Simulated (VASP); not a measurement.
The system is F6S, in a box.

```
CELL_PARAMETERS angstrom
13.23041 0.00000 0.00000
0.00000 13.73041 0.00000
0.00000 0.00000 14.23041
ATOMIC_POSITIONS crystal
F 0.59869 0.54179 0.44788
F 0.53977 0.54936 0.59628
F 0.40097 0.46536 0.55230
F 0.55621 0.40385 0.52404
F 0.44376 0.60343 0.47598
F 0.46020 0.45791 0.40374
S 0.49988 0.50360 0.50006
```

Base run:

| Item | Value |
| --- | --- |
| Program | VASP 6.6.1 |
| Functional | RPBE |
| Potentials or basis | VASP PAW PBE potentials, release 64 (F, S) |
| Cutoff | 400 eV |
| k mesh | 1 × 1 × 1 |
| Occupations | gaussian, width 0.01 eV |
| Spin | no spin polarisation |

Its results: gap between the frontier levels 6.62 eV; largest force 0.417 eV/Å.

The run is repeated on the same cell with these changes: functional from RPBE to PBEsol. What comes out?

Gap between the frontier levels 6.55 eV; largest force 0.417 eV/Å.

Caveats: the PAW data sets were made with another functional, which shifts forces and pressure a little.

